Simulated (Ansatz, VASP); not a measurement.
**SnSe in two plane-wave programs**

One calculation is typed for both programs; each brings its own data sets and cutoff. How far apart do they land? Other levels of theory on this material are compared in a session of their own.

Calculated with Ansatz 0.2.0; plane waves, with VASP 6.6.1 beside it; band structure at r2SCAN, spin-orbit coupling.

### Step 1. Set-up

It takes space group Fm-3m (No. 225, cubic). Conventional cell: a = 6.020 Å, b = 6.020 Å, c = 6.020 Å, α = 90.00°, β = 90.00°, γ = 90.00°. Nearest to Sn lie 6 Se at 3.01 Å. Nearest to Se lie 6 Sn at 3.01 Å. Farther neighbours and most contacts between anions are not listed.

### Step 2. Ansatz: band structure, r2SCAN, spin-orbit coupling

Ansatz runs on its fully relativistic PAW (standard-fr) files.

The same path points are solved in both programs, so levels can be compared one by one.

The input, input.yaml:

```yaml
crystal:
  lattice:
    - [0.0, 3.01, 3.01]
    - [3.01, 0.0, 3.01]
    - [3.01, 3.01, 0.0]
  atoms:
    - { symbol: Sn, position: [0.0, 0.0, 0.0] }
    - { symbol: Se, position: [0.5, 0.5, 0.5] }
hamiltonian:
  xc: r2scan
  pseudopotentials: { kind: paw_fr }
magnetization:
  noncollinear: true
  spin_orbit: true
kpoints:
  mp_grid: { grid: [6, 6, 6] }
  band_path:
    path:
      - [0.0, 0.0, 0.0]
      - [0.16667, 0.0, 0.16667]
      - [0.33333, 0.0, 0.33333]
      - [0.5, 0.0, 0.5]
      - [0.5, 0.08333, 0.58333]
      - [0.5, 0.18333, 0.68333]
      - [0.5, 0.25, 0.75]
      - [0.45, 0.3, 0.75]
      - [0.40833, 0.34167, 0.75]
      - [0.35, 0.35, 0.7]
      - [0.225, 0.225, 0.45]
      - [0.075, 0.075, 0.15]
      - [0.03333, 0.03333, 0.03333]
      - [0.23333, 0.23333, 0.23333]
      - [0.4, 0.4, 0.4]
      - [0.51667, 0.46667, 0.51667]
      - [0.55833, 0.38333, 0.55833]
      - [0.60833, 0.28333, 0.60833]
      - [0.60833, 0.25, 0.64167]
      - [0.55833, 0.25, 0.69167]
      - [0.51667, 0.25, 0.73333]
      - [0.5, 0.3, 0.7]
      - [0.5, 0.38333, 0.61667]
      - [0.5, 0.48333, 0.51667]
      - [0.475, 0.475, 0.55]
      - [0.425, 0.425, 0.65]
      - [0.38333, 0.38333, 0.73333]
      - [0.59167, 0.18333, 0.59167]
      - [0.55, 0.1, 0.55]
      - [0.5, 0.0, 0.5]
    npoints: 1
scf:
  occupations: { method: fermi_dirac, width: 0.05 }
  n_extra_bands: 14
output:
  forces: true
  stress: true
  eigenvalues: true
```

The run is started by

```console
ansatz run input.yaml --threads 2 --pin off --max-ram 4608MiB --backend cpu --events-out ev --progress --plain --runs-dir out
```

Numbers of over 12 decimals in the logs are rounded to 6 here.

What it wrote:

```text
scf.n_extra_bands = 14 over 30 filled bands (N_el = 30.0): the run solves 44 bands
Engine: ansatz 0.2.0, aarch64-unknown-linux-gnu
Pseudopotentials: kind: paw_fr
Pseudopotential: Sn, paw_fr, valence charge 14, recommended cutoff 500 eV (meta_gga), Sn.paw.azcp#standard-fr
Pseudopotential: Se, paw_fr, valence charge 16, recommended cutoff 500 eV (meta_gga), Se.paw.azcp#standard-fr
Functional definition: r2SCAN
  parameter k0 = 0.174
  parameter k1 = 0.065
  parameter a1 = 4.9479
  exchange = r2scan_x(k0 = k0, k1 = k1, a1 = a1)
  correlation = r2scan_c
non-collinear run that drives no moment, with spin-orbit: no starting moment large enough to seed its density (crystal.atoms[].spin), no starting occupations that ask for one, no magnetisation constraint and no magnetic field, so the semilocal B_xc is pinned to zero
Crystal: 2 atoms, lattice volume = 54.542 Å³
Basis set: ecut = 500 eV, 1411 PW (Γ), exchange–correlation on 128×128×128 points (64 copies of the dense FFT grid, shifted against one another)
Bands: 44, of which v1, the nominal top of the filled ones, is band 30 counted from 1 (29 counted from 0)
Symmetry: 48 space group operations + 48 with time reversal
Magnetic group: BNS 225.117 (UNI 1619), of the structure as read, at distance tolerance 3.8e-5 Å
k-points: 16 of 216
Projection manifold: j_resolved (fully-relativistic pseudo-atomic orbitals)
Non-local potential: Sn, projectors of the file, l = 0: 2, l = 1: 4, l = 2: 4, l = 3: 4
Non-local potential: Se, projectors of the file, l = 0: 2, l = 1: 4, l = 2: 6, l = 3: 2
PAW form: soft (Blöchl's): semilocal exchange-correlation on the pseudo side does not see the compensation charge
PAW frozen core: Sn, regenerated for the run's functional (the file was generated under x = pbe(κ = 0.804, μ = 0.219515), c = pbe(β = 0.066725))
PAW frozen core: Se, regenerated for the run's functional (the file was generated under x = pbe(κ = 0.804, μ = 0.219515), c = pbe(β = 0.066725))
PAW one-centre angular grid: Sn, 590 points (default); XC on 273 of its mesh's 2787 points in the sphere
PAW one-centre angular grid: Se, 590 points (default); XC on 265 of its mesh's 2701 points in the sphere
Initial density: superposition of atomic densities (chi_scale 0.1, normalization cell, long waves kept (reshape's long-wave potential 0.00 eV rms))
Initial wavefunctions: pseudopotential atomic-orbital guess
Functional: x = r2scan, c = r2scan; τ floored in thin density (d = 2e-4 eV/Å³)
iter 1 solved again at ethr=1.00e-3 eV; its pass at ethr=3.10e-3 eV (dr2=3.00e-1 eV) is discarded
SCF iter   1: F=—  HF=-11504.144058 eV  |F-HF|=—  |Δ(HF+E_count)|=         —  Δρ=2.48e-2  dr2=3.01e-1  dr2_τ=1.47e-4  dr2_m=0.00e0 (ungated)  ethr=1.00e-3  |M|=0.00e0 ∫|m|=0.00e0 μB  |m|>n=0.0e0 m-floor=0.0e0 τ_xc=0.0e0  β_m=0.30  ⟨swp⟩=2.9  Hψ=2438  notcnv=0
preconditioner: auto → none  [insulator: Δε(μ)=0.672 eV  Ē_g=12.603 eV  σ=0.050 eV  W_gap=1.00  n_scr=14 (ndim 8)  ℏωp=15.9 eV  f_vac=0.000  D(μ)=0.00/eV (n_scr^D=0)  ε∞_Penn≈2.6]
SCF iter   2: F=—  HF=-11504.103248 eV  |F-HF|=—  |Δ(HF+E_count)|=   4.08e-2  Δρ=1.52e-2  dr2=9.43e-2  dr2_τ=2.12e-4  dr2_m=0.00e0 (ungated)  ethr=1.00e-3  |M|=0.00e0 ∫|m|=0.00e0 μB  |m|>n=0.0e0 m-floor=0.0e0 τ_xc=0.0e0  β_m=0.45  ⟨swp⟩=3.5  Hψ=613  notcnv=0  defer=6
SCF iter   3: F=—  HF=-11504.095562 eV  |F-HF|=—  |Δ(HF+E_count)|=   7.69e-3  Δρ=5.10e-3  dr2=1.08e-2  dr2_τ=1.34e-4  dr2_m=0.00e0 (ungated)  ethr=3.14e-4  |M|=0.00e0 ∫|m|=0.00e0 μB  |m|>n=0.0e0 m-floor=0.0e0 τ_xc=0.0e0  β_m=0.51  ⟨swp⟩=3.8  Hψ=665  notcnv=0  defer=18
SCF iter   4: F=—  HF=-11504.096589 eV  |F-HF|=—  |Δ(HF+E_count)|=   1.03e-3  Δρ=8.66e-4  dr2=3.41e-4  dr2_τ=4.38e-6  dr2_m=0.00e0 (ungated)  ethr=3.59e-5  |M|=0.00e0 ∫|m|=0.00e0 μB  |m|>n=0.0e0 m-floor=0.0e0 τ_xc=0.0e0  β_m=0.55  ⟨swp⟩=2.9  Hψ=667  notcnv=0  defer=24
SCF iter   5: F=—  HF=-11504.096777 eV  |F-HF|=—  |Δ(HF+E_count)|=   1.87e-4  Δρ=2.25e-4  dr2=1.03e-5  dr2_τ=1.00e-7  dr2_m=0.00e0 (ungated)  ethr=1.14e-6  |M|=0.00e0 ∫|m|=0.00e0 μB  |m|>n=0.0e0 m-floor=0.0e0 τ_xc=0.0e0  β_m=0.75  ⟨swp⟩=2.1  Hψ=440  notcnv=0  defer=24
SCF iter   6: F=—  HF=-11504.096792 eV  |F-HF|=—  |Δ(HF+E_count)|=   1.54e-5  Δρ=2.33e-5  dr2=1.47e-7  dr2_τ=3.41e-9  dr2_m=0.00e0 (ungated)  ethr=3.45e-8  |M|=0.00e0 ∫|m|=0.00e0 μB  |m|>n=0.0e0 m-floor=0.0e0 τ_xc=0.0e0  β_m=0.72  ⟨swp⟩=2.0  Hψ=416  notcnv=0  defer=24
SCF iter   7: F=-11504.096792 eV  HF=-11504.096792 eV  |F-HF|=9.82e-10  |Δ(HF+E_count)|=   1.95e-8  Δρ=4.05e-6  dr2=1.03e-8  dr2_τ=1.29e-10  dr2_m=0.00e0 (ungated)  ethr=3.33e-10  |M|=0.00e0 ∫|m|=0.00e0 μB  |m|>n=0.0e0 m-floor=0.0e0 τ_xc=0.0e0  ⟨swp⟩=7.4  Hψ=1594  notcnv=0
SCF 1 converged in 7 iterations: F = -11504.096792 eV  dr2 = 1.03e-8
  greatest PAW one-centre occupation: 0.999 electrons in one spin orbital (limit 2), on the Se atom at site 1 (counted from 0), in its partial waves of l = 2
NSCF: frozen V_eff on 30 k-points
SCF converged after 7 iterations
Magnetization: |M| = 0.0000 μB,  M = (+0.0000, +0.0000, +0.0000) μB
Absolute magnetization: 0.0000 μB (∫|m|)
  site 0: m = (+0.0000, +0.0000, +0.0000) μB, |m| = 0.0000 μB  (R = 1.24 Å)
  site 1: m = (+0.0000, +0.0000, +0.0000) μB, |m| = 0.0000 μB  (R = 1.24 Å)
Free energy (F): -11504.096792 eV
Harris-Foulkes:  -11504.096792 eV  (|F-HF|=9.82e-10)
Internal energy: -11504.096660 eV  (E = F + TS)
E sigma→0 (E₀):  -11504.096726 eV
Entropy (-TS):   -0.000132 eV (-0.066 meV/atom)
Fermi energy:    9.401477 eV
--- Per-component energies (eV) ---
  E_band       = -499.121061
  E_kinetic    = 303.087106
  E_local      = -3324.813131  (includes V_loc(G=0)·N_el)
  E_nonlocal   = -628.171051
  E_hartree    = 1750.453401
  E_xc         = -474.204116
  E_vxc        = -211.064106  (∫ρ·V_xc dr)
  E_paw        = -6067.060785  (= ΣΔE_a)
  E_vpaw       = -150.851301  (= ΣTr[D̂ρ^β])
  E_aug_tail   = -0.000211  (compensation charges beyond the density's cutoff)
  E_vtau       = 11.785785  (kinetic-family band-sum trace: ∫τ·v_τ [+ j·A + Jᵃ·Aᵃ] dr)
  E_ewald      = -3062.385987
  E_core_change = -1.001886  (= ΣΔE_core)
  E_smearing   = -0.000132  (= −TS)
  E_closure    = 0.000000  (closes the sum)
  Σ components = -11504.096792   (vs F -11504.096792, Δ=0.00e0)
--- Forces (eV/Å), atoms counted from 1 ---
  atom   1  Sn     0.00000000    -0.00000000     0.00000000
  atom   2  Se     0.00000000    -0.00000000     0.00000000
  max |Σ_I F_I| component: 4.30e-29 eV/Å
--- Stress (GPa, compression-positive) ---
       -0.478812      -0.000000      -0.000000
       -0.000000      -0.478812      -0.000000
        0.000000       0.000000      -0.478812
  P = ⅓ Tr σ = -0.4788 GPa (-4.788 kbar)
--- Band table (eV; the first three rows and the last of 16) ---
  k-point 0: bands = [... 26 lower, 6.6840, 6.6840, 6.6840, 6.6840, 13.0115, 13.0115, 13.8035, 13.8035, ... 10 higher]
  k-point 1: bands = [... 26 lower, 6.7207, 6.7207, 7.4553, 7.4553, 11.9068, 11.9068, 12.4563, 12.4563, ... 10 higher]
  k-point 2: bands = [... 26 lower, 6.8373, 6.8373, 8.5073, 8.5073, 10.4501, 10.4501, 10.8646, 10.8646, ... 10 higher]
  k-point 15: bands = [... 26 lower, 4.4869, 4.4869, 7.0965, 7.0965, 11.7762, 11.7762, 13.3034, 13.3034, ... 10 higher]
```

It took 19 s on 2 threads of Arm Neoverse V1, shared host; peak memory 0.67 GiB.

The column dr2 measures how far the density is from self-consistency, as an energy; F and HF (Harris–Foulkes) agree once it is small.

### Step 3. VASP: band structure, r2SCAN, spin-orbit coupling

The same cell, functional, mesh and smearing now go to VASP, with its own data sets and cutoff.

Lines of VASP's logs that name or quote its potential files are left out, and so is its time.

The input, INCAR:

```
SYSTEM = SnSe
PREC = Accurate
ENCUT = 400
EDIFF = 1E-06
NELM = 100
ISMEAR = -1
SIGMA = 0.05
LREAL = .FALSE.
ALGO = Normal
METAGGA = R2SCAN
LASPH = .TRUE.
LNONCOLLINEAR = .TRUE.
MAGMOM = 0 0 0 0 0 0
NBANDS = 32
GGA_COMPAT = .FALSE.
LSORBIT = .TRUE.
LORBIT = 11
LWAVE = .FALSE.
LCHARG = .FALSE.
KPAR = 2
```

The input, POSCAR:

```
SnSe
1.0
    0.0000000000      3.0100000000      3.0100000000
    3.0100000000      0.0000000000      3.0100000000
    3.0100000000      3.0100000000      0.0000000000
Sn Se
1 1
Direct
    0.0000000000      0.0000000000      0.0000000000
    0.5000000000      0.5000000000      0.5000000000
```

The input, KPOINTS:

```
Automatic mesh
0
Gamma
6 6 6
0 0 0
```

The input, KPOINTS_OPT:

```
Line mode
16
Line-mode
Reciprocal
  0.00000000   0.00000000   0.00000000 GAMMA
  0.50000000   0.00000000   0.50000000 X

  0.50000000   0.00000000   0.50000000 X
  0.50000000   0.25000000   0.75000000 W

  0.50000000   0.25000000   0.75000000 W
  0.37500000   0.37500000   0.75000000 K

  0.37500000   0.37500000   0.75000000 K
  0.00000000   0.00000000   0.00000000 GAMMA

  0.00000000   0.00000000   0.00000000 GAMMA
  0.50000000   0.50000000   0.50000000 L

  0.50000000   0.50000000   0.50000000 L
  0.62500000   0.25000000   0.62500000 U

  0.62500000   0.25000000   0.62500000 U
  0.50000000   0.25000000   0.75000000 W

  0.50000000   0.25000000   0.75000000 W
  0.50000000   0.50000000   0.50000000 L

  0.50000000   0.50000000   0.50000000 L
  0.37500000   0.37500000   0.75000000 K

  0.62500000   0.25000000   0.62500000 U
  0.50000000   0.00000000   0.50000000 X
```

The projector-augmented-wave data sets are Sn_d and Se (PBE family, release 64).

The run is started by

```console
mpirun -np 2 vasp_ncl
```

What it wrote:

```text
[banner, memory and clock lines left out]
running    2 mpi-ranks, on    1 nodes
 distrk:  each k-point on    1 cores,    2 groups
 distr:  one band on    1 cores,    1 groups

 POSCAR found type information on POSCAR SnSe
 POSCAR found :  2 types and       2 ions
|                                                                             |
|               ----> ADVICE to this user running VASP <----                  |
|                                                                             |
|     You enforced a specific xc type in the INCAR file but a different       |
|     [... a line on the potential file left out ...]
|     I HOPE YOU KNOW WHAT YOU ARE DOING!                                     |
|                                                                             |

 LDA part: xc-table for (None), standard interpolation
 POSCAR, INCAR and KPOINTS ok, starting setup
 FFT: planning ... GRIDC
 FFT: planning ... GRID_SOFT
 FFT: planning ... GRID
 WAVECAR not read
 entering main loop
       N       E                     dE             d eps       ncg     rms          rms(c)
DAV:   1     0.139416365312E+03    0.13942E+03   -0.80707E+03  1104   0.139E+03
DAV:   2    -0.194197771846E+02   -0.15884E+03   -0.15167E+03  1048   0.415E+02
DAV:   3    -0.424077629727E+02   -0.22988E+02   -0.22568E+02  1264   0.135E+02
DAV:   4    -0.433809272714E+02   -0.97316E+00   -0.97221E+00  1160   0.309E+01
DAV:   5    -0.434109079652E+02   -0.29981E-01   -0.29978E-01  1544   0.533E+00    0.365E+00
DAV:   6    -0.399401505083E+02    0.34708E+01   -0.96514E-01  1248   0.141E+01    0.254E+00
DAV:   7    -0.399413465378E+02   -0.11960E-02   -0.14542E-01  1184   0.253E+00    0.112E+00
DAV:   8    -0.399472642394E+02   -0.59177E-02   -0.77453E-03  1216   0.940E-01    0.601E-01
DAV:   9    -0.399488586469E+02   -0.15944E-02   -0.12574E-03  1160   0.377E-01    0.185E-01
DAV:  10    -0.399492532315E+02   -0.39458E-03   -0.37148E-04  1184   0.147E-01    0.755E-02
DAV:  11    -0.399492840928E+02   -0.30861E-04   -0.94967E-05  1264   0.125E-01    0.191E-02
DAV:  12    -0.399492961515E+02   -0.12059E-04   -0.21337E-05  1152   0.392E-02    0.962E-03
DAV:  13    -0.399492957362E+02    0.41525E-06   -0.76707E-06  1336   0.390E-02
   1 F= -.39949296E+02 E0= -.39949225E+02  d E =-.140841E-03  mag=    -0.0000    -0.0000    -0.0000
 Start KPOINTS_OPT (optional k-point list driver)
k-point batch [1-16\160]
       N       E                     dE             ncg
DAV:   1     0.269526143139E+03   -0.36187E+04     1128
DAV:   2    -0.234863593368E+04   -0.26182E+04     1040
DAV:   3    -0.273886411436E+04   -0.39023E+03     1232
DAV:   4    -0.275550384022E+04   -0.16640E+02     1208
DAV:   5    -0.275601594099E+04   -0.51210E+00     1528
DAV:   6    -0.275602445844E+04   -0.85175E-02     1304
DAV:   7    -0.275602472825E+04   -0.26980E-03     1544
DAV:   8    -0.275602473307E+04   -0.48169E-05     1152
DAV:   9    -0.275602473318E+04   -0.11953E-06      824
[...]
k-point batch [145-160\160]
       N       E                     dE             ncg
DAV:   1     0.813944746517E+02   -0.92083E+04     1104
DAV:   2    -0.249165619393E+04   -0.25731E+04     1032
DAV:   3    -0.284354033533E+04   -0.35188E+03     1272
DAV:   4    -0.285719956871E+04   -0.13659E+02     1184
DAV:   5    -0.285765335762E+04   -0.45379E+00     1584
DAV:   6    -0.285765872899E+04   -0.53714E-02     1280
DAV:   7    -0.285765909825E+04   -0.36926E-03     1600
DAV:   8    -0.285765910350E+04   -0.52547E-05     1104
DAV:   9    -0.285765910362E+04   -0.12039E-06      840
```

(Continued in part 2 of 2.)

[Lines on the potential files, build, host, timing and source positions are cut from VASP's logs without a mark.]

[Logs are printed without paths, hosts, clocks, repeated set-up lines and the standing remarks that a program may print on its own settings, such as how far it seeks lower states.]

[Hosts, paths, dates, database ids (printed as entryN), source tags and the programs' standing remarks are cut or masked in the printed files.]
